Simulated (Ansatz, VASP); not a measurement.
# Be3SbN: VASP beside Ansatz

INCAR

```
PREC = Accurate ; ENCUT = 600
EDIFF = 1E-6 ; ISMEAR = 0
SIGMA = 0.1 ; LREAL = False
LASPH = True ; NELM = 100
ALGO = Normal ; ISIF = 3
LWAVE = False ; LCHARG = False
GGA = PE ; IBRION = 2
NSW = 100 ; EDIFFG = -0.005
```

File KPOINTS:

```
regular mesh
0
Gamma
  10 10 10
```

The input POSCAR:

```
Be3SbN
1.0
    3.7871036663      0.0000000000      0.0000000000
    0.0000000000      3.7871036663      0.0000000000
    0.0000000000      0.0000000000      3.7871036663
Be Sb N
3 1 1
Direct
    0.0000000000      0.5000000000      0.5000000000
    0.5000000000      0.5000000000      0.0000000000
    0.5000000000      0.0000000000      0.5000000000
    0.0000000000      0.0000000000      0.0000000000
    0.5000000000      0.5000000000      0.5000000000
```

Input for Ansatz:

```yaml
crystal:
  lattice:
    - [3.7871036797, 0.0, 0.0]
    - [0.0, 3.7871036797, 0.0]
    - [0.0, 0.0, 3.7871036797]
  atoms:
    - { symbol: Be, position: [0.0, 0.5, 0.5] }
    - { symbol: Be, position: [0.5, 0.5, 0.0] }
    - { symbol: Be, position: [0.5, 0.0, 0.5] }
    - { symbol: Sb, position: [0.0, 0.0, 0.0] }
    - { symbol: "N", position: [0.5, 0.5, 0.5] }
basis:
  ecutwfc: 420
kpoints:
  mp_grid: { grid: [10, 10, 10] }
hamiltonian:
  xc: pbe
scf:
  occupations: { method: gaussian, width: 0.1 }
output:
  forces: true
  stress: true
  eigenvalues: true
relax:
  adjacent_minimum: "off"
  f_tol: 0.005
  max_steps: 80
  cell: { stress_tol: 0.05 }
```

The cell comes from a database or a generator and needn't be the stable form of this composition.

Alike in both runs: task relaxation of cell and atoms; functional PBE; k mesh 10 × 10 × 10; occupations gaussian, width 0.1 eV; no spin polarisation.

|  | VASP | Ansatz |
| --- | --- | --- |
| version | VASP 6.6.1 | Ansatz 0.2.0 |
| potentials or method | VASP PAW PBE potentials, release 64 (Be, Sb, N) | scalar-relativistic, plane waves, PAW |
| plane-wave cutoff (eV) | 600 | 420 |
| valence electrons in the cell | 16 | 26 |

VASP gave:

| Property | Result |
| --- | --- |
| gap on the k mesh at the Fermi level, each at its own relaxed structure (eV) | none |
| relaxed volume (Å³/atom) | 10.90 |
| relaxed cell length with the largest relative difference (Å) | 3.791 |

**Question.** What did Ansatz give for the same quantities?

**Answer.** gap on the k mesh at the Fermi level, each at its own relaxed structure (eV): none; relaxed volume (Å³/atom): 10.87; relaxed cell length with the largest relative difference (Å): 3.788.

A gap of «none» marks a metal or a gap that the smearing closes. The two sets of potentials don't hold the same shells in valence.

The runs have no spin-orbit coupling, so splittings on Sb are missing.
